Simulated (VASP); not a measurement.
Data:

```yaml
crystal:
  lattice:
    - [4.08268, 0.00000, 0.00000]
    - [0.00000, 4.08268, 0.00000]
    - [0.00000, 0.00000, 4.08268]
  atoms:
    - { symbol: K, position: [0.00000, 0.00000, 0.00000] }
    - { symbol: Zn, position: [0.50000, 0.50000, 0.50000] }
    - { symbol: F, position: [0.50000, 0.00000, 0.50000] }
    - { symbol: F, position: [0.00000, 0.50000, 0.50000] }
    - { symbol: F, position: [0.50000, 0.50000, 0.00000] }
```

Level of theory: optB88-vdW, VASP's PBE PAW potentials (set 64) (plane waves; VASP). Run with 520 eV cut-off, 6×6×6 Γ-centred mesh, tetrahedra with Blöchl corrections, potentials K_sv Zn F.

The cores are frozen, which limits the accuracy of field gradients.

Task: Give the principal components of the electric field gradient (V/Å²) and the asymmetry η at each nucleus.

Result: 
```json
[
 {"atom": "K1", "Vxx": "0.0", "Vyy": "0.0", "Vzz": "0.0", "η": "-"},
 {"atom": "Zn2", "Vxx": "0.0", "Vyy": "0.0", "Vzz": "0.0", "η": "-"},
 {"atom": "F3", "Vxx": "-49.9", "Vyy": "-49.9", "Vzz": "99.8", "η": "0.00"},
 {"atom": "F4", "Vxx": "-49.9", "Vyy": "-49.9", "Vzz": "99.8", "η": "0.00"},
 {"atom": "F5", "Vxx": "-49.9", "Vyy": "-49.9", "Vzz": "99.8", "η": "0.00"}
]
```

The compound is KZnF3 in the cubic perovskite structure. It was relaxed first.
